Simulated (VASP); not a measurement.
These are PBEsol GGA, VASP's PBE PAW potentials (set 64) (plane waves; VASP) values and carry that method's errors.

Input for VASP

**POSCAR**
```
MoV3
2.9974440
 -1.0000001480   0.9670511996   1.0000001480
  0.9670511996  -1.0000001480   1.0000001480
  0.5164745482   0.5164745482  -0.5164745482
V Mo
3 1
Cart
  0.0000000000   0.0000000000   0.0000000000
  0.4835255998  -0.5000000740   0.5000000740
 -0.5000000740   0.4835255998   0.5000000740
 -0.0164744742  -0.0164744742   1.0000001480
```

### KPOINTS
```
k-points along high-symmetry lines
18
Line-mode
Reciprocal
  0.000000   0.000000   0.000000 ! GAMMA
  0.500000   0.500000  -0.500000 ! L

  0.500000   0.500000  -0.500000 ! L
  0.000000   1.000000  -0.500000 ! T

  0.000000   1.000000  -0.500000 ! T
 -0.625000   0.375000   0.437500 ! P_0

  0.375000   0.375000  -0.562500 ! P_2
  0.000000   0.000000   0.000000 ! GAMMA

  0.000000   0.000000   0.000000 ! GAMMA
  0.000000   0.500000   0.000000 ! F
```

**INCAR**
```
! general
SYSTEM =MoV3
PREC   =Accurate
ENCUT  =400
LREAL  =.FALSE.
LASPH  =.TRUE.
ICHARG =11

! electronic loop
EDIFF  =1E-7
NELM   =100
ALGO   =Normal
LMAXMIX=4

! smearing
ISMEAR =0
SIGMA  =0.05

! functional
GGA    =PS

! output
LWAVE  =.FALSE.
LCHARG =.FALSE.
LORBIT =11
```

POTCAR, in this order: V_sv Mo_sv (PBE.64 set). Program: vasp_std. Read from the step before: CHGCAR.

What VASP printed:

OSZICAR:
```
       N       E                     dE             d eps       ncg     rms          rms(c)
DAV:   1     0.670454809854E+03    0.67045E+03   -0.27961E+04  5596   0.165E+03
DAV:   2    -0.535251738550E+01   -0.67581E+03   -0.66769E+03  5661   0.588E+02
DAV:   3    -0.413815328461E+02   -0.36029E+02   -0.35036E+02  7717   0.132E+02
DAV:   4    -0.423173104531E+02   -0.93578E+00   -0.88239E+00  6858   0.192E+01
DAV:   5    -0.423434259526E+02   -0.26115E-01   -0.25994E-01  6923   0.286E+00
DAV:   6    -0.423441285392E+02   -0.70259E-03   -0.70235E-03  7285   0.443E-01
DAV:   7    -0.423441424793E+02   -0.13940E-04   -0.13940E-04  7112   0.596E-02
DAV:   8    -0.423441428703E+02   -0.39103E-06   -0.38946E-06  6162   0.101E-02
DAV:   9    -0.423441428816E+02   -0.11252E-07   -0.12533E-07  4960   0.221E-03
   1 F= -.42344143E+02 E0= -.42342296E+02  d E =-.369338E-02
```

**OUTCAR**
```
 val. band max:       11.1569333959   @ k =   0.0000   0.2941   0.0000

 cond. band min:      11.1731505760   @ k =   0.1765   0.1765  -0.1765



 k-point     1 :       0.0000    0.0000    0.0000
  band No.  band energies     occupation
      1     -52.6646      2.00000
      2     -52.4905      2.00000
      3     -52.4905      2.00000
      4     -49.3352      2.00000
      5     -27.0297      2.00000
      6     -26.8804      2.00000
      7     -26.8804      2.00000
      8     -26.3982      2.00000
      9     -26.3828      2.00000
     10     -26.3828      2.00000
     11     -26.1606      2.00000
     12     -26.0907      2.00000
     13     -26.0907      2.00000
     14     -23.3791      2.00000
     15     -23.3791      2.00000
     16     -22.9153      2.00000
     17       4.0454      2.00000
     18       6.7904      2.00000
     19       6.7904      2.00000
     20       6.8458      2.00000
     21       8.9018      2.00000
     22       9.3027      2.00000
     23       9.3027      2.00000
     24      10.7259      2.00000
     25      10.7259      2.00000
     26      11.3489      0.00000
     27      12.5614      0.00000
     28      13.0808      0.00000
     29      13.1306      0.00000
     30      13.1315      0.00000
     31      13.2103      0.00000

 k-point     2 :       0.0294    0.0294   -0.0294
  band No.  band energies     occupation
      1     -52.6637      2.00000
      2     -52.4902      2.00000
      3     -52.4901      2.00000
      4     -49.3341      2.00000
      5     -27.0272      2.00000
      6     -26.8784      2.00000
      7     -26.8783      2.00000
      8     -26.3999      2.00000
      9     -26.3863      2.00000
     10     -26.3857      2.00000
     11     -26.1640      2.00000
     12     -26.0925      2.00000
     13     -26.0918      2.00000
     14     -23.3792      2.00000
     15     -23.3788      2.00000
     16     -22.9255      2.00000
     17       4.0724      2.00000
     18       6.8067      2.00000
...
```

The density is held fixed in this step, so its total energy and stress have no physical meaning.

The structure was generated: MoV3 was put into an ordered model structure (R-3m), which need not be its known phase. It was relaxed first, which changed the volume by -6 %. The run is not spin-polarised, so no magnetic state was tried. The electron count is odd and the run is not spin-polarised, which forces a metal.
